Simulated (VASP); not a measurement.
An input for Quantum ESPRESSO's pw.x (written as the equivalent of a VASP run, and not itself run):

```
&CONTROL
  calculation = 'vc-relax'
  pseudo_dir = './pseudo'
  outdir = './out'
  tprnfor = .true.
  tstress = .true.
  nstep = 40
  forc_conv_thr = 0.00078
/
&SYSTEM
  ibrav = 0
  nat = 8
  ntyp = 2
  ecutwfc = 96
  occupations = 'smearing'
  smearing = 'methfessel-paxton'
  degauss = 0.00735
  input_dft = 'pbe'
  nspin = 2
  starting_magnetization(1) = 0.11
/
&ELECTRONS
  conv_thr = 7.3e-08
  electron_maxstep = 100
/
&IONS
/
&CELL
  press = 300
/
ATOMIC_SPECIES
  Mn 54.938 Mn.upf
  Si 28.085 Si.upf
CELL_PARAMETERS angstrom
     4.3946396    0.0000000    0.0000000
     0.0000000    4.3946396    0.0000000
     0.0000000    0.0000000    4.3946396
ATOMIC_POSITIONS crystal
  Mn   0.8612093  0.6387907  0.3612093
  Mn   0.3612093  0.8612093  0.6387907
  Mn   0.1387907  0.1387907  0.1387907
  Mn   0.6387907  0.3612093  0.8612093
  Si   0.1539203  0.3460797  0.6539203
  Si   0.6539203  0.1539203  0.3460797
  Si   0.8460797  0.8460797  0.8460797
  Si   0.3460797  0.6539203  0.1539203
K_POINTS automatic
  7 7 7 0 0 0
```

Q: Translate this input to VASP (INCAR, KPOINTS, POSCAR, choice of POTCAR).

A: Several could match; the one computed here: 
**KPOINTS**
```
Automatic mesh
0
Gamma
7 7 7
0 0 0
```

**POSCAR**
```
MnSi
1
    4.3946396331     0.0000000000     0.0000000000
    0.0000000000     4.3946396331     0.0000000000
    0.0000000000     0.0000000000     4.3946396331
Mn Si
4 4
Direct
  0.8612093391   0.6387906609   0.3612093391
  0.3612093391   0.8612093391   0.6387906609
  0.1387906609   0.1387906609   0.1387906609
  0.6387906609   0.3612093391   0.8612093391
  0.1539203012   0.3460796988   0.6539203012
  0.6539203012   0.1539203012   0.3460796988
  0.8460796988   0.8460796988   0.8460796988
  0.3460796988   0.6539203012   0.1539203012
```

INCAR:
```
SYSTEM=MnSi
PREC=Accurate; ENCUT=500; LREAL=.False.
LASPH=.True.
EDIFF=1E-6; NELM=100; ALGO=Normal
LMAXMIX=4
ISMEAR=1; SIGMA=0.1
GGA=PE
MAGMOM=4*1.1 4*-0.0
ISPIN=2
IBRION=2; NSW=40; ISIF=3
EDIFFG=-0.02; PSTRESS=300
LWAVE=.False.; LCHARG=.False.; LORBIT=10
```

POTCAR, in this order: Mn_pv Si (PBE.64 set). Program: vasp_std.

The two are equivalent in intent, not identical: the potentials are each code's own (VASP's PAW set, PseudoDojo norm-conserving files in pw.x), so ENCUT and ecutwfc are chosen apart and not converted; conv_thr bounds pw.x's estimated SCF error, while EDIFF bounds the energy change between steps; starting_magnetization is a fraction of the valence charge and MAGMOM a moment in μB, so they match only roughly; forc_conv_thr acts on force components and is met together with etot_conv_thr.

The compound is MnSi in the B20 structure. This run relaxes it under an external pressure of 30 GPa. Symmetry was kept, so distortions that lower it aren't found.
